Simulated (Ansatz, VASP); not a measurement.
# Two plane-wave programs on Ta2Sn

```xyz
6
Lattice="0.0000 3.9810 3.9810 3.9810 0.0000 3.9810 3.9810 3.9810 0.0000" Properties=species:S:1:pos:R:3 pbc="T T T"
Ta    0.9952    0.9952    0.9952
Ta    0.9952    2.9857    2.9857
Ta    2.9857    2.9857    0.9952
Ta    2.9857    0.9952    2.9857
Sn    3.9810    3.9810    3.9810
Sn    5.9714    5.9714    5.9714
```

Change from the starting cell: species swapped into the YbFe2 type (Fd-3m, No. 227).

Alike in both runs: task single point; functional PBE; k mesh 4 × 4 × 4; occupations gaussian, width 0.1 eV; no spin polarisation.

|  | VASP | Ansatz |
| --- | --- | --- |
| version | VASP 6.6.1 | Ansatz 0.2.0 |
| potentials or method | VASP PAW PBE potentials, release 64 (Ta_pv, Sn_d) | scalar-relativistic, plane waves, PAW |
| plane-wave cutoff (eV) | 520 | 420 |
| valence electrons in the cell | 72 | 80 |

```csv
,VASP,Ansatz,Ansatz less VASP
gap on the k mesh at the Fermi level (eV),none,none,-
pressure (GPa),-2.3,-2.3,-0.03
```

A gap of «none» marks a metal or a gap that the smearing closes. The two sets of potentials don't hold the same shells in valence.

Spin-orbit coupling is left out, which matters for the levels of Ta.
